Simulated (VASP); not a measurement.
Energy against volume of Na (bcc). Level of theory: PBE GGA, VASP's PBE PAW potentials (set 64) (plane waves; VASP).

| V (Å³/atom) | E (eV/atom) |
|---|---|
| 34.672 | -1.30406 |
| 35.779 | -1.30698 |
| 36.885 | -1.30804 |
| 37.992 | -1.30746 |
| 39.098 | -1.30544 |

Task: Fit a third-order Birch-Murnaghan equation of state.

Result: 
The volume per atom is 37.02 Å³/atom. The bulk modulus comes out as 7.8 GPa and the pressure derivative of the bulk modulus is 3.30. The lattice constant a is 4.199 Å.

Measured: bulk modulus 7.9 GPa at 0 K (computed value off by -1.3 %), as given by Daniel Mejia-Rodriguez et al., Physical Review B (2018), arXiv:1807.09216 [0 K value with the zero-point phonon effect removed]; a 4.214 Å at 0 K (computed value off by -0.4 %), as given by Daniel Mejia-Rodriguez et al., Physical Review B (2018), arXiv:1807.09216 [static lattice: zero-point anharmonic expansion removed].

The compound is Na in the bcc structure. It was relaxed first.
